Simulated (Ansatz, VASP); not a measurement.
# TeP2: VASP beside Ansatz

INCAR

```
PREC = Accurate
ENCUT = 600
EDIFF = 1E-6
ISMEAR = 0
SIGMA = 0.1
LREAL = False
LASPH = True
NELM = 100
ALGO = Normal
ISIF = 3
LWAVE = False
LCHARG = False
GGA = PE
IBRION = 2
NSW = 100
EDIFFG = -0.01
```

The input KPOINTS:

```
Automatic mesh
0
Gamma
  12 12 12
```

File POSCAR:

```
TeP2
1.0
    0.0000000000      3.2598175447      3.2598175447
    3.2598175447      0.0000000000      3.2598175447
    3.2598175447      3.2598175447      0.0000000000
Te P
1 2
Direct
    0.5000000000      0.5000000000      0.5000000000
    0.2500000000      0.2500000000      0.2500000000
    0.7500000000      0.7500000000      0.7500000000
```

Input for Ansatz:

```yaml
crystal:
  lattice:
    - [0.0, 3.2598175447, 3.2598175447]
    - [3.2598175447, 0.0, 3.2598175447]
    - [3.2598175447, 3.2598175447, 0.0]
  atoms:
    - { symbol: Te, position: [0.5, 0.5, 0.5] }
    - { symbol: P, position: [0.25, 0.25, 0.25] }
    - { symbol: P, position: [0.75, 0.75, 0.75] }
basis:
  ecutwfc: 420
kpoints:
  mp_grid: { grid: [12, 12, 12] }
hamiltonian:
  xc: pbe
scf:
  occupations: { method: gaussian, width: 0.1 }
output:
  forces: true
  stress: true
  eigenvalues: true
  write_density: true
  write_potential: true
  elf: true
  volumetric_format: npy
relax:
  adjacent_minimum: "off"
  f_tol: 0.01
  max_steps: 80
  cell: { stress_tol: 0.05 }
```

Alike in both runs: task relaxation of cell and atoms; functional PBE; k mesh 12 × 12 × 12; occupations gaussian, width 0.1 eV; no spin polarisation.

```csv
,VASP,Ansatz
version,VASP 6.6.1,Ansatz 0.2.0
potentials or method,"VASP PAW PBE potentials, release 64 (Te, P)","scalar-relativistic, plane waves, PAW"
plane-wave cutoff (eV),600,420
valence electrons in the cell,16,26
```

```csv
,VASP,Ansatz,Ansatz less VASP
"gap on the k mesh at the Fermi level, each at its own relaxed structure (eV)",none,none,-
relaxed volume (Å³/atom),23.30,23.33,+0.029
relaxed cell length with the largest relative difference (Å),4.624,4.626,+0.0019
```

A gap of «none» marks a metal or a gap that the smearing closes. The two sets of potentials don't hold the same shells in valence.

Spin-orbit coupling is left out, which matters for the levels of Te.
